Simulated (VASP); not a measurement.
Set up this calculation in VASP 6.6.1, as the native input.

```yaml
Task: single point
Functional: PBE
Dispersion: D3(BJ)
Potentials_or_basis: VASP PAW PBE potentials, release 64 (O, H, Mg, Cl)
Cutoff: 520 eV
k_mesh: 1 × 1 × 1
Occupations: fermi-dirac, width 0.02 eV
Spin: no spin polarisation
Dipole_correction: no
Further_INCAR_settings: LREAL = Auto; ALGO = Normal; EDIFF = 1e-07; NBANDS = 59
```

The structure of MgH16Cl2O8 lies in POSCAR:

```
MgH16Cl2O8
1.0
    6.7386640000      0.0000000000      0.0000000000
    0.0000000000      6.7386640000      0.0000000000
    0.0000000000      0.0000000000      6.7386640000
O H Mg Cl
8 16 1 2
Direct
    0.7890288045      0.8765090528      0.6760835679
    0.2096558012      0.4277702524      1.0067722623
    0.4175753532      0.4052880512      0.5208154020
    0.0438959414      1.0531464397      0.0018104479
    0.3855512012      0.0084734897      0.8121491144
    0.8111400123      0.5243769388      0.9196036484
    0.6543730330      0.7414971276      0.3380343641
    0.5657056057      0.1695588324      0.1009250498
    0.7415861660      1.0115358178      0.6368918231
    0.7641128865      0.8079346292      0.5361448501
    0.2609419315      0.4416157268      0.8688962679
    0.0893203757      0.5130542196      0.9872134892
    0.2917343853      0.4163288153      0.4525377731
    0.4932283313      0.3106698895      0.4492581912
    0.1178275100      1.1812430476      0.0237732583
    0.1026612990      0.9691980488      0.1115206219
    0.4568116173      0.0853878454      0.9100616977
    0.4889841666     -0.0838890320      0.7654187833
    0.8363378854      0.4514693120      0.7868770427
    0.7804662764      0.6549963019      0.8491148987
    0.5238723878      0.8029187981      0.3512862490
    0.6264743278      0.5982343088      0.3850318105
    0.7090277835      0.1558469156      0.1250841413
    0.5465178261      0.3106995689      0.0753710231
    0.0884893504      1.0257226061      0.6937131752
    1.1842406744      0.8507917890      0.3999012267
    0.9285668495      0.2981599914      0.5243620991
```

The cell was built by a generator and needn't be a form met in nature.

The input as run:

INCAR

```
  PREC = Accurate
  ENCUT = 520
  EDIFF = 1E-7
  ISMEAR = -1
  SIGMA = 0.02
  LREAL = Auto
  LASPH = True
  NELM = 60
  ALGO = Normal
  ISIF = 2
  LWAVE = False
  LCHARG = True
  GGA = PE
  IVDW = 12
  LELF = True
  LVHAR = True
  NBANDS = 59
```

KPOINTS

```
regular mesh
0
Gamma
  1 1 1
```

Potentials or basis: VASP PAW PBE potentials, release 64 (O, H, Mg, Cl).

Run with:

```console
$ cat potpaw_PBE.64/O/POTCAR potpaw_PBE.64/H/POTCAR potpaw_PBE.64/Mg/POTCAR potpaw_PBE.64/Cl/POTCAR > POTCAR
$ mpirun -np 1 vasp_gam > vasp.out
```

It gave:

```
Pressure                   : -1.6 GPa
Largest force              : 2.910 eV/Å
Band gap on the k mesh     : 4.24 eV, direct
Dispersion energy per atom : -0.051 eV
```

Run time: 21 s on 1 thread of AMD EPYC 9R45 96-Core Processor (Zen 5), on a shared host, peak memory 0.31 GiB.
